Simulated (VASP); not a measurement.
**Adsorption sites of N on Co(0001)**

Where does N sit on Co(0001), and how strongly does it bind?

Program: VASP 6.6.1. Level of theory: RPBE, spin-polarised from a ferromagnetic start; plane waves and PAW (Co), in the first sound run; inputs show where later runs differ. Results are calculated unless marked as measured.

## Step 1: Starting point

Symmetry: P6_3/mmc, No. 194, hexagonal system. The conventional cell has a = 2.510 Å, b = 2.510 Å, c = 4.071 Å, α = 90.00°, β = 90.00°, γ = 120.00°. Co has 12 Co at 2.50 to 2.51 Å nearest.

As a file:

```xyz
2
Lattice="2.5100 0.0000 0.0000 -1.2550 2.1737 0.0000 0.0000 0.0000 4.0712" Properties=species:S:1:pos:R:3 pbc="T T T"
Co    0.0000    0.0000    0.0000
Co    0.0000    1.4491    2.0356
```

## Step 2: The bulk reference, job relaxation, k-mesh 18×18×10

The bulk crystal is relaxed first, so that the slabs are cut at this functional's lattice.

INCAR

```
SYSTEM = Co
PREC = Accurate
ENCUT = 570
EDIFF = 1E-06
NELM = 120
ISMEAR = 1
SIGMA = 0.15
LREAL = .FALSE.
ALGO = Normal
GGA = RP
NBANDS = 19
ISPIN = 2
MAGMOM = 2 2
LASPH = .TRUE.
LMAXMIX = 4
LORBIT = 11
LWAVE = .FALSE.
LCHARG = .FALSE.
KPAR = 4
IBRION = 2
NSW = 30
ISIF = 3
EDIFFG = -0.01
POTIM = 0.4
```

POSCAR

```
Co
1.0
    2.5100000000      0.0000000000      0.0000000000
   -1.2550000000      2.1737237635      0.0000000000
    0.0000000000      0.0000000000      4.0712200000
Co
2
Direct
    0.0000000000      0.0000000000      0.0000000000
    0.3333333333      0.6666666667      0.5000000000
```

KPOINTS

```
Automatic mesh
0
Gamma
18 18 10
0 0 0
```

Potentials, in the order of the species: Co (PBE family, release 64).

Started as:

```
> mpirun -np 4 vasp_std
```

The log of the run:

```text
[banner, memory and clock lines left out]
running    4 mpi-ranks, on    1 nodes
 distrk:  each k-point on    1 cores,    4 groups
 distr:  one band on    1 cores,    1 groups

 POSCAR found type information on POSCAR Co
 POSCAR found :  1 types and       2 ions
|                                                                             |
|               ----> ADVICE to this user running VASP <----                  |
|                                                                             |
|     You enforced a specific xc type in the INCAR file but a different       |
|     [... a line on the potential file left out ...]
|     I HOPE YOU KNOW WHAT YOU ARE DOING!                                     |
|                                                                             |

 LDA part: xc-table for (Slater+PW92), standard interpolation
 POSCAR, INCAR and KPOINTS ok, starting setup
 FFT: planning ... GRIDC
 FFT: planning ... GRID_SOFT
 FFT: planning ... GRID
 WAVECAR not read
 entering main loop
       N       E                     dE             d eps       ncg     rms          rms(c)
DAV:   1     0.924079842097E+02    0.92408E+02   -0.84990E+03 17592   0.135E+03
DAV:   2    -0.103170862686E+02   -0.10273E+03   -0.93101E+02 17061   0.232E+02
DAV:   3    -0.148356360521E+02   -0.45185E+01   -0.43373E+01 18714   0.609E+01
DAV:   4    -0.149124082663E+02   -0.76772E-01   -0.76700E-01 20992   0.677E+00
DAV:   5    -0.149145384263E+02   -0.21302E-02   -0.21300E-02 19580   0.103E+00    0.143E+01
DAV:   6    -0.134392464690E+02    0.14753E+01   -0.79935E+00 18493   0.574E+01    0.686E+00
DAV:   7    -0.130608361419E+02    0.37841E+00   -0.12008E+00 19415   0.208E+01    0.375E+00
DAV:   8    -0.130422455031E+02    0.18591E-01   -0.16322E-02 21948   0.137E+00    0.172E+00
DAV:   9    -0.130287817778E+02    0.13464E-01   -0.36551E-03 26023   0.108E+00    0.423E-01
DAV:  10    -0.130286136743E+02    0.16810E-03   -0.87063E-04 22942   0.377E-01    0.577E-02
DAV:  11    -0.130286204722E+02   -0.67979E-05   -0.56673E-05 24393   0.102E-01    0.343E-02
DAV:  12    -0.130286215150E+02   -0.10429E-05   -0.64556E-06 18270   0.321E-02    0.175E-02
DAV:  13    -0.130286214319E+02    0.83108E-07   -0.11149E-06 14793   0.135E-02
   1 F= -.13028621E+02 E0= -.13028807E+02  d E =-.130286E+02  mag=     3.2169
 curvature:   0.00 expect dE= 0.000E+00 dE for cont linesearch  0.000E+00
 trial: gam= 0.00000 g(F)=  0.566E-49 g(S)=  0.781E-04 ort = 0.000E+00 (trialstep = 0.100E+01)
 search vector abs. value=  0.781E-04
 bond charge predicted
       N       E                     dE             d eps       ncg     rms          rms(c)
DAV:   1    -0.130289638320E+02   -0.34232E-03   -0.57175E-03 19092   0.779E-01    0.128E-01
DAV:   2    -0.130287385287E+02    0.22530E-03   -0.59855E-04 19682   0.488E-01    0.806E-02
DAV:   3    -0.130286852691E+02    0.53260E-04   -0.89948E-05 18910   0.183E-01    0.436E-02
DAV:   4    -0.130286709826E+02    0.14287E-04   -0.78601E-06 19049   0.241E-02    0.144E-02
DAV:   5    -0.130286673806E+02    0.36020E-05   -0.18183E-06 14869   0.161E-02    0.299E-03
DAV:   6    -0.130286671836E+02    0.19699E-06   -0.65235E-07  9353   0.107E-02
   2 F= -.13028667E+02 E0= -.13028848E+02  d E =-.457517E-04  mag=     3.2172
 trial-energy change:   -0.000046  1 .order   -0.000048   -0.000078   -0.000018
 step:   1.2919(harm=  1.2919)  dis= 0.00000  next Energy=   -13.028672 (dE=-0.504E-04)
 reached required accuracy - stopping structural energy minimisation
```

Run time: 31 s. Hardware: 4 MPI ranks of Intel Xeon 6975P-C (Granite Rapids), shared host; peak memory 1 GiB; 1.9 min of CPU time.

The logs omit lines about the potential files and the build; timing stands in the text.

OUTCAR, selected parts (step 2):

```text
ion  position               nearest neighbor table
   1  0.000  0.000  0.000-   2 2.50   2 2.50   2 2.50   2 2.50   2 2.50   2 2.50
   2  0.333  0.667  0.500-   1 2.50   1 2.50   1 2.50   1 2.50   1 2.50   1 2.50

  LATTYP: Found a hexagonal cell.
 ALAT       =     2.5100000000
 C/A-ratio  =     1.6220000000

 Subroutine GETGRP returns: Found 24 space group operations
 (whereof 12 operations were pure point group operations)

The static configuration has the point symmetry D_3h.
 The point group associated with its full space group is D_6h.

 Found    222 irreducible k-points:

   k-points           NKPTS =    222   k-points in BZ     NKDIM =    222   number of bands    NBANDS=     19

   dimension x,y,z NGX =    20 NGY =   20 NGZ =   32
   dimension x,y,z NGXF=    40 NGYF=   40 NGZF=   64

   ENCUT  =  570.0 eV  41.89 Ry    6.47 a.u.   4.89  4.89  7.93*2*pi/ulx,y,z

   NELECT =      18.0000    total number of electrons

 k-points in reciprocal lattice and weights: Automatic mesh
   0.00000000  0.00000000  0.00000000       0.000
   0.05555556 -0.00000000  0.00000000       0.002
   0.11111111 -0.00000000  0.00000000       0.002
   0.16666667 -0.00000000  0.00000000       0.002
   0.22222222 -0.00000000  0.00000000       0.002
   0.27777778 -0.00000000  0.00000000       0.002
   0.33333333 -0.00000000  0.00000000       0.002
   0.38888889 -0.00000000  0.00000000       0.002
   0.44444444 -0.00000000  0.00000000       0.002
[...]
0.33333333  0.27777778  0.50000000       0.004
   0.33333333  0.33333333  0.50000000       0.001

 average (electrostatic) potential at core
       1 -78.6592       2 -78.6592

 E-fermi :  10.0700

 spin component 1
 k-point     1 :       0.0000    0.0000    0.0000
  band No.  band energies     occupation
    ...
      8       8.1052      1.00000
      9       8.1052      1.00000
     10       9.1509      1.00000
     11       9.1509      1.00000
     12      10.0075      0.82079
     13      16.1935      0.00000
     14      31.8487      0.00000
     15      34.2595      0.00000
     16      34.2595      0.00000
     17      34.8886      0.00000
    ...

 k-point     2 :       0.0556   -0.0000    0.0000
  band No.  band energies     occupation
    ...
      7       7.8173      1.00000
      8       8.0533      1.00000
      9       8.0744      1.00000
     10       8.7143      1.00000
     11       9.1641      1.00000
     12      10.5694     -0.00001
     13      16.2131      0.00000
     14      31.0019      0.00000
     15      32.7200      0.00000
     16      32.9946      0.00000
    ...

 k-point     3 :       0.1111   -0.0000    0.0000
  band No.  band energies     occupation
    ...
      7       7.7924      1.00000
      8       7.9428      1.00000
      9       7.9905      1.00000
     10       8.2610      1.00000
     11       9.1976      1.00000
     12      11.5057     -0.00000
     13      16.2767      0.00000
     14      28.6837      0.00000
     15      31.3561      0.00000
     16      31.9115      0.00000
    ...

 k-point     4 :       0.1667   -0.0000    0.0000
  band No.  band energies     occupation
    ...
      7       7.8939      1.00000
      8       7.9343      1.00000
      9       8.0751      1.00000
     10       8.1394      1.00000
     11       9.2391      1.00000
     12      12.5644     -0.00000
     13      16.3963      0.00000
     14      26.1157      0.00000
     15      29.8146      0.00000
     16      31.3010      0.00000
    ...

 k-point     5 :       0.2222   -0.0000    0.0000
  band No.  band energies     occupation
    ...
      7       7.9434      1.00000
      8       8.1797      1.00000
      9       8.1871      1.00000
     10       8.3887      1.00000
     11       9.2786      1.00000
     12      13.7161      0.00000
     13      16.5841      0.00000
     14      23.6194      0.00000
     15      28.4151      0.00000
     16      30.5706      0.00000
    ...

 k-point     6 :       0.2778   -0.0000    0.0000
  band No.  band energies     occupation
    ...
      7       7.8205      1.00000
      8       8.4977      1.00000
      9       8.5330      1.00000
     10       8.6661      1.00000
     11       9.3108      1.00000
     12      14.9489      0.00000
     13      16.8159      0.00000
     14      21.3227      0.00000
     15      27.1879      0.00000
     16      28.7581      0.00000
    ...

  Total        0.0051147      0.0051147     -0.0157352     -0.0000000      0.0000000      0.0000000
  in kB        0.3686037      0.3686037     -1.1340003     -0.0000000      0.0000000      0.0000000
  external PRESSURE =      -0.1322643 kB  Pullay stress =       0.0000000 kB

  energy-cutoff  :      570.00
  volume of cell :       22.23
      direct lattice vectors                 reciprocal lattice vectors
     2.511859682 -0.000000000 -0.000000000     0.398111410  0.229849730  0.000000000
    -1.255929841  2.175334295 -0.000000000     0.000000000  0.459699460  0.000000000
     0.000000000  0.000000000  4.068618287     0.000000000  0.000000000  0.245783686

 POSITION                                       TOTAL-FORCE (eV/Angst)
 -----------------------------------------------------------------------------------
      1.25593      2.17533     -0.00000        -0.000000      0.000000      0.000000
     -0.00000      1.45022      2.03431         0.000000      0.000000     -0.000000
 -----------------------------------------------------------------------------------
    total drift:                                0.000000     -0.000000     -0.000000

  FREE ENERGIE OF THE ION-ELECTRON SYSTEM (eV)
  ---------------------------------------------------
  free  energy   TOTEN  =       -13.0286671836 eV

  energy  without entropy=      -13.0292086124  energy(sigma->0) =      -13.02884766

 reached required accuracy - stopping structural energy minimisation

 total charge
# of ion       s       p       d       tot
------------------------------------------
    1        0.480   0.501   7.247   8.228
    2        0.480   0.501   7.247   8.228
--------------------------------------------------
tot          0.960   1.003  14.493  16.456

 magnetization (x)
# of ion       s       p       d       tot
------------------------------------------
    1       -0.017  -0.061   1.717   1.639
    2       -0.017  -0.061   1.717   1.639
--------------------------------------------------
tot         -0.033  -0.122   3.434   3.278

[... 6 further parts left out ...]
```

CONTCAR:

```
Co
   1.00000000000000
     2.5118596819970413   -0.0000000000000000   -0.0000000000000000
    -1.2559298409985207    2.1753342953524006   -0.0000000000000000
     0.0000000000000000    0.0000000000000000    4.0686182874912973
  Co
     2
Direct
     1.0000000000000000    1.0000000000000000    0.0000000000000000
     0.3333333332999970    0.6666666667000030    0.5000000000000000
```

The magnetic state follows from one typed start and may not be the lowest. The PAW data sets were made with PBE, which is usual practice but a small mismatch for other functionals. The run keeps the 24 symmetry operations of its start, so it cannot find a distortion of lower symmetry.

Little changed from the start: no atom moved by 0.005 Å and no cell edge by 0.1 %.

This step gave:

| Item | Value |
| --- | --- |
| electronic cycles | 19 |
| electrons | 18 |
| free energy (TOTEN) | -13.03 eV |
| energy at zero smearing | -13.03 eV |
| Fermi energy | 10.07 eV |
| moment of the cell, from the last line of the log | 3.217 μB |
| metallic | yes |

Spin moment in the PAW sphere by atom:

| atom | spin moment in the PAW sphere (μB) |
| --- | --- |
| Co1 | 1.64 |
| Co2 | 1.64 |

The run ended after 2 ionic steps, 0.000 eV below its first step, once forces and stress met EDIFFG = -0.01.

Energy at zero smearing: -13.02885 eV.

## Step 3: The bulk reference, job self-consistent run, k-mesh 21×21×12

INCAR

```
SYSTEM = Co
PREC = Normal
ENCUT = 440
EDIFF = 1E-06
NELM = 120
ISMEAR = 1
SIGMA = 0.15
LREAL = .FALSE.
ALGO = Fast
GGA = RP
NBANDS = 19
ISPIN = 2
MAGMOM = 2 2
LASPH = .TRUE.
LMAXMIX = 4
LORBIT = 11
LWAVE = .FALSE.
LCHARG = .FALSE.
KPAR = 4
```

POSCAR

```
Co
1.0
    2.5118596820      0.0000000000      0.0000000000
   -1.2559298410      2.1753342954      0.0000000000
    0.0000000000      0.0000000000      4.0686182875
Co
2
Direct
    0.0000000000      0.0000000000      0.0000000000
    0.3333333333      0.6666666667      0.5000000000
```

KPOINTS

```
Automatic mesh
0
Gamma
21 21 12
0 0 0
```

Started as:

```
> mpirun -np 4 vasp_std
```

The log of the run:

```text
[banner, memory and clock lines left out]
running    4 mpi-ranks, on    1 nodes
[...]
[... a notice as in an earlier step ...]

 LDA part: xc-table for (Slater+PW92), standard interpolation
 POSCAR, INCAR and KPOINTS ok, starting setup
[...]
entering main loop
       N       E                     dE             d eps       ncg     rms          rms(c)
DAV:   1     0.797971372124E+02    0.79797E+02   -0.70520E+03 26872   0.110E+03
DAV:   2    -0.111658995072E+02   -0.90963E+02   -0.82127E+02 25908   0.208E+02
DAV:   3    -0.148469976138E+02   -0.36811E+01   -0.35540E+01 28377   0.531E+01
DAV:   4    -0.149103636399E+02   -0.63366E-01   -0.63312E-01 32761   0.591E+00
[...]
RMM:  11    -0.130270721973E+02   -0.50771E-04   -0.59026E-04 37921   0.157E-01    0.493E-02
RMM:  12    -0.130270852186E+02   -0.13021E-04   -0.11738E-04 37127   0.660E-02    0.350E-02
RMM:  13    -0.130270876794E+02   -0.24608E-05   -0.18252E-05 33707   0.422E-02    0.167E-02
WARNING in EDDRMM: call to ZHEGV failed, returncode =   8  4     18
RMM:  14    -0.130270858358E+02    0.18437E-05   -0.84520E-06 34577   0.222E-02    0.446E-03
RMM:  15    -0.130270851788E+02    0.65695E-06   -0.26015E-06 22207   0.102E-02
   1 F= -.13027085E+02 E0= -.13027066E+02  d E =-.585968E-04  mag=     3.2799
```

The job ended after 17 s (4 MPI ranks; peak memory 0.96 GiB).

From OUTCAR (step 3):

```text
  Total        0.0697819      0.0697819     -0.0454373      0.0000000      0.0000000     -0.0000000
  in kB        5.0290375      5.0290375     -3.2745737      0.0000000      0.0000000     -0.0000000
  external PRESSURE =       2.2611671 kB  Pullay stress =       0.0000000 kB

 POSITION                                       TOTAL-FORCE (eV/Angst)
 -----------------------------------------------------------------------------------
      0.00000      0.00000      0.00000        -0.000000      0.000000      0.000000
     -0.00000      1.45022      2.03431         0.000000     -0.000000      0.000000
 -----------------------------------------------------------------------------------
    total drift:                               -0.000001      0.000000     -0.000000

  FREE ENERGIE OF THE ION-ELECTRON SYSTEM (eV)
  ---------------------------------------------------
  free  energy   TOTEN  =       -13.0270851788 eV

  energy  without entropy=      -13.0270265821  energy(sigma->0) =      -13.02706565

 magnetization (x)
# of ion       s       p       d       tot
------------------------------------------
    1       -0.016  -0.059   1.743   1.669
    2       -0.016  -0.059   1.743   1.669
--------------------------------------------------
tot         -0.031  -0.118   3.487   3.338

[... 3 further parts left out ...]
[key lines of the parts left out:]
E-fermi :  10.0583
```

Numbers from this step:

* electronic cycles: 15
* Fermi energy: 10.06 eV
* moment of the cell, from the last line of the log: 3.280 μB

Spin moment in the PAW sphere by atom:

| atom | spin moment in the PAW sphere (μB) |
| --- | --- |
| Co1 | 1.67 |
| Co2 | 1.67 |

Energy at zero smearing: -13.02707 eV.

The run ends at a pressure of 0.23 GPa.

(Continued in part 2 of 8.)

[Lines on the potential files, build, host, timing and source positions are cut from VASP's logs without a mark.]

[Logs are printed without paths, hosts, clocks, repeated set-up lines and the standing remarks that a program may print on its own settings, such as how far it seeks lower states.]

[Hosts, paths, dates, database ids (printed as entryN), source tags and the programs' standing remarks are cut or masked in the printed files.]

[Runs that stopped without an error message from VASP are left out.]
